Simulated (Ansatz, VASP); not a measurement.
# Mg3CdTe4 in VASP and in Ansatz

```
Mg Cd Te
1.0
     4.62763    0.00000    0.00000
    -2.31381    4.00764    0.00000
     0.00000    0.00000   15.07170
Mg Cd Te
3 1 4
Direct
  0.66667 0.33333 0.49577
  0.66667 0.33333 0.99993
  0.00000 0.00000 0.24813
  0.00000 0.00000 0.74992
  0.66667 0.33333 0.18740
  0.66667 0.33333 0.68338
  0.00000 0.00000 0.43545
  0.00000 0.00000 0.94003
```

Alike in both runs: task single point; functional PBE; k mesh 3 × 3 × 1; occupations gaussian, width 0.1 eV; no spin polarisation.

|  | VASP | Ansatz |
| --- | --- | --- |
| version | VASP 6.6.1 | Ansatz 0.2.0 |
| potentials or method | VASP PAW PBE potentials, release 64 (Mg, Cd, Te) | scalar-relativistic, plane waves, PAW |
| plane-wave cutoff (eV) | 520 | 420 |
| valence electrons in the cell | 42 | 114 |

```tsv
	VASP	Ansatz	Ansatz less VASP
gap on the k mesh at the Fermi level (eV)	1.56	1.57	+0.006
least direct gap on the mesh (eV)	1.56	1.57	+0.006
pressure (GPa)	0.3	0.3	-0.02
largest component of the traceless stress (GPa)	0.51	0.50	-0.003
rms of the force components (eV/Å)	0.022	0.018	-0.0036
```

Atom by atom the forces differ by 0.004 eV/Å (rms over components). With one functional, cell and mesh, what is left measures potentials, basis and numerics. The two sets of potentials don't hold the same shells in valence.

Caveats: the k mesh is coarse (spacing up to 0.52 Å⁻¹), so the values aren't converged; spin-orbit coupling is left out, which moves the levels of the heavy elements.
